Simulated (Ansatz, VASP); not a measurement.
SrCaSO: VASP beside Ansatz

```
CELL_PARAMETERS angstrom
4.01471 0.00000 0.00000
0.00000 4.01471 0.00000
0.00000 0.00000 5.37019
ATOMIC_POSITIONS crystal
Sr 0.00000 0.00000 0.00000
Ca 0.50000 0.50000 0.50000
S 0.50000 0.50000 0.00000
O 0.00000 0.00000 0.50000
```

Alike in both runs: task electric field gradients; functional PBE; k mesh 8 × 8 × 6; no spin polarisation.

|  | VASP | Ansatz |
| --- | --- | --- |
| version | VASP 6.6.1 | Ansatz 0.2.0 |
| potentials or method | VASP PAW PBE potentials, release 64 (Sr_sv, Ca_sv, S, O) | scalar-relativistic, plane waves, PAW |
| plane-wave cutoff (eV) | 520 | 420 |
| occupations | gaussian, width 0.01 eV | fixed |
| valence electrons in the cell | 32 | 32 |

|  | VASP | Ansatz | Ansatz less VASP |
| --- | --- | --- | --- |
| gap on the k mesh at the Fermi level (eV) | 2.18 | 2.20 | +0.022 |
| least direct gap on the mesh (eV) | 2.18 | 2.20 | +0.022 |
| pressure (GPa) | 0.2 | 0.0 | -0.22 |
| largest component of the traceless stress (GPa) | 0.08 | 0.00 | -0.080 |
| Vzz of the field gradient on the site that differs most (V/Å²) | -40.3 | -37.6 | +2.67 |

Ansatz warned: «gradients_without_spin_orbit».

A k mesh can miss the band edges. Expect the measured gap to be larger: semilocal functionals such as PBE lack the derivative discontinuity.
